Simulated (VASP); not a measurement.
OSZICAR of a VASP run on BN (wurtzite):

### OSZICAR
```
       N       E                     dE             d eps       ncg     rms          rms(c)
DAV:   1     0.555906135943E+02    0.55591E+02   -0.88817E+03  1544   0.130E+03
DAV:   2    -0.305926715734E+02   -0.86183E+02   -0.81754E+02  2188   0.274E+02
DAV:   3    -0.331368929789E+02   -0.25442E+01   -0.25345E+01  2040   0.479E+01
DAV:   4    -0.331516517436E+02   -0.14759E-01   -0.14752E-01  1896   0.378E+00
DAV:   5    -0.331518330080E+02   -0.18126E-03   -0.18117E-03  2016   0.383E-01    0.991E+00
DAV:   6    -0.311125408285E+02    0.20393E+01   -0.59896E+00  1904   0.203E+01    0.449E+00
DAV:   7    -0.309714321622E+02    0.14111E+00   -0.26488E-01  1832   0.500E+00    0.274E+00
DAV:   8    -0.309327813724E+02    0.38651E-01   -0.10060E-01  1696   0.287E+00    0.248E-01
DAV:   9    -0.309316213524E+02    0.11600E-02   -0.26636E-03  1996   0.549E-01    0.138E-01
DAV:  10    -0.309317922111E+02   -0.17086E-03   -0.36669E-04  1820   0.206E-01    0.277E-02
DAV:  11    -0.309317861599E+02    0.60511E-05   -0.66681E-05  1952   0.702E-02    0.111E-02
DAV:  12    -0.309317875077E+02   -0.13478E-05   -0.50821E-06  1896   0.247E-02    0.255E-03
DAV:  13    -0.309317875429E+02   -0.35176E-07   -0.19513E-07  1544   0.459E-03
   1 F= -.30931788E+02 E0= -.30931788E+02  d E =0.000000E+00
```

Problem. Which electronic solver shows in the log?

Solution. It is blocked Davidson (ALGO = Normal, or the opening steps of other solvers). The INCAR had ALGO = Normal.

Problem. Can the final energy be trusted as converged?

Solution. The calculation finished and met its thresholds. It stopped with EDIFF = 1E-7, NELM = 100 (optB88-vdW, plane waves, VASP's PBE PAW potentials (set 64)).

The compound is BN in the wurtzite structure, a metastable high-pressure form. It was relaxed first.
